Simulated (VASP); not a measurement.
OSZICAR of a VASP run on BaHfO3 (cubic perovskite):

File OSZICAR:
```
       N       E                     dE             d eps       ncg     rms          rms(c)
DAV:   1     0.242490542746E+03    0.24249E+03   -0.21212E+04   920   0.159E+03
DAV:   2    -0.353785398691E+02   -0.27787E+03   -0.27468E+03  1202   0.349E+02
DAV:   3    -0.483526227137E+02   -0.12974E+02   -0.12953E+02  1169   0.774E+01
DAV:   4    -0.486226529324E+02   -0.27003E+00   -0.26993E+00  1352   0.102E+01
DAV:   5    -0.486267877868E+02   -0.41349E-02   -0.41344E-02  1230   0.864E-01    0.538E+01
DAV:   6    -0.415846065362E+02    0.70422E+01   -0.43428E+01  1137   0.375E+01    0.486E+01
DAV:   7    -0.415475750052E+02    0.37032E-01   -0.26054E+00  1245   0.996E+00    0.321E+01
DAV:   8    -0.415734549094E+02   -0.25880E-01   -0.56666E-01  1173   0.598E+00    0.587E+00
DAV:   9    -0.415447732652E+02    0.28682E-01   -0.18778E-01  1116   0.255E+00    0.148E+00
DAV:  10    -0.415454761602E+02   -0.70289E-03   -0.16619E-02  1202   0.883E-01    0.627E-01
DAV:  11    -0.415452447991E+02    0.23136E-03   -0.10706E-03  1166   0.225E-01    0.269E-01
DAV:  12    -0.415453513930E+02   -0.10659E-03   -0.27349E-04  1148   0.119E-01    0.229E-01
DAV:  13    -0.415453720646E+02   -0.20672E-04   -0.49678E-05  1192   0.487E-02    0.151E-02
DAV:  14    -0.415453735488E+02   -0.14842E-05   -0.36002E-06  1399   0.122E-02    0.129E-02
DAV:  15    -0.415453735838E+02   -0.35004E-07   -0.30205E-06  1088   0.122E-02    0.956E-03
DAV:  16    -0.415453736295E+02   -0.45660E-07   -0.13926E-07   989   0.252E-03
   1 F= -.41545374E+02 E0= -.41545374E+02  d E =0.000000E+00
```

Question: Which electronic solver shows in the log?

Answer: It is blocked Davidson (ALGO = Normal, or the opening steps of other solvers). The INCAR had ALGO = Normal.

Question: Can the final energy be trusted as converged?

Answer: Self-consistency was reached. It stopped with EDIFF = 1E-7, NELM = 100 (RPBE GGA, plane waves, VASP's PBE PAW potentials (set 64)).

The compound is BaHfO3 in the cubic perovskite structure. It was relaxed first.
